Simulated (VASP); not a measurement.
Input:

```yaml
crystal:
  lattice:
    - [0.00000, 2.69188, 2.69188]
    - [2.69188, 0.00000, 2.69188]
    - [2.69188, 2.69188, 0.00000]
  atoms:
    - { symbol: Cd, position: [0.00000, 0.00000, 0.00000] }
    - { symbol: F, position: [0.25000, 0.25000, 0.25000] }
    - { symbol: F, position: [0.75000, 0.75000, 0.75000] }
```

Computed with PBE GGA, VASP's PBE PAW potentials (set 64) (plane waves; VASP). Numerical set-up: 400 eV cut-off, 7×7×7 Γ-centred mesh, Gaussian smearing of 0.010 eV, potentials Cd F.

Task: Give the energies of bands 3 to 14 at the high-symmetry points, in eV from the valence-band maximum.

Result: 
```csv
band,Γ,X,U,L,W
3,-5.61,-5.39,-5.18,-5.26,-5.02
4,-5.61,-4.64,-4.76,-5.26,-4.66
5,-5.61,-4.64,-4.46,-4.31,-4.63
6,-4.38,-4.26,-4.44,-4.31,-4.48
7,-4.38,-4.09,-4.36,-4.12,-4.48
8,-0.98,-3.09,-3.38,-2.78,-3.48
9,-0.98,-2.97,-2.53,-2.29,-2.59
10,-0.98,-2.97,-2.31,-1.85,-1.53
11,-0.49,-0.51,-0.96,-1.85,-1.53
12,-0.49,-0.10,-0.35,-0.39,-0.60
13,-0.49,-0.10,-0.19,-0.39,0.00
14,3.10,8.04,8.01,7.21,8.12
```

The gap is indirect, 3.10 eV, from the valence maximum at W to the conduction minimum at Γ.

The structure comes from a computed database's CdF2 entry; how it stands against other phases isn't given here. The cell was not relaxed at this level.
